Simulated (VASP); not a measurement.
Input for VASP

POSCAR:
```
KTaO3
1.0
  3.9585596580   0.0000000000   0.0000000000
  0.0000000000   3.9585596580   0.0000000000
  0.0000000000   0.0000000000   3.9585596580
K Ta O
1 1 3
Cartesian
  0.0000000000   0.0000000000   0.0000000000
  1.9792798290   1.9792798290   1.9792798290
  1.9792798290   0.0000000000   1.9792798290
  0.0000000000   1.9792798290   1.9792798290
  1.9792798290   1.9792798290   0.0000000000
```

### INCAR
```
LWAVE = .FALSE.
NSW = 40
LMAXMIX = 6   # l cut-off of mixed one-centre charges
LASPH = .TRUE.
IBRION = 2   # conjugate gradients
EDIFFG = -0.02   # ionic stop
ISIF = 3   # ions, shape and volume
LREAL = .FALSE.
SIGMA = 0.05
NELM = 100   # most electronic steps
ENCUT = 620   # plane-wave cut-off (eV)
PREC = Accurate
ISMEAR = 0   # Gaussian
LCHARG = .FALSE.
EDIFF = 1E-6   # SCF stop (eV)
ALGO = Normal
SYSTEM = KTaO3
```

### KPOINTS
```
Automatic mesh
0
Gamma
6 6 6
0 0 0
```

POTCAR, in this order: K_sv Ta_pv O (LDA.64 set). Program: vasp_std.

Q: Write an equivalent input for Quantum ESPRESSO's pw.x.

A: One equivalent input (not run):
```
&CONTROL
  calculation = 'vc-relax'
  pseudo_dir = './pseudo'
  outdir = './out'
  tprnfor = .true.
  tstress = .true.
  nstep = 40
  forc_conv_thr = 0.00078
/
&SYSTEM
  ibrav = 0
  nat = 5
  ntyp = 3
  ecutwfc = 84
  occupations = 'smearing'
  smearing = 'gaussian'
  degauss = 0.003675
  input_dft = 'pz'
/
&ELECTRONS
  conv_thr = 7.3e-08
  electron_maxstep = 100
/
&IONS
/
&CELL
/
ATOMIC_SPECIES
  K 39.098 K.upf
  Ta 180.948 Ta.upf
  O 15.999 O.upf
CELL_PARAMETERS angstrom
     3.9585597   -0.0000000    0.0000000
    -0.0000000    3.9585597    0.0000000
    -0.0000000   -0.0000000    3.9585597
ATOMIC_POSITIONS crystal
  K    0.0000000  0.0000000  0.0000000
  Ta   0.5000000  0.5000000  0.5000000
  O    0.5000000  0.0000000  0.5000000
  O    0.0000000  0.5000000  0.5000000
  O    0.5000000  0.5000000  0.0000000
K_POINTS automatic
  6 6 6 0 0 0
```
The two are equivalent in intent, not identical: the potentials are each code's own (VASP's PAW set, PseudoDojo norm-conserving files in pw.x), so ENCUT and ecutwfc are chosen apart and not converted; conv_thr bounds pw.x's estimated SCF error, while EDIFF bounds the energy change between steps; forc_conv_thr acts on force components and is met together with etot_conv_thr.

The compound is KTaO3 in the cubic perovskite structure. It was relaxed first.
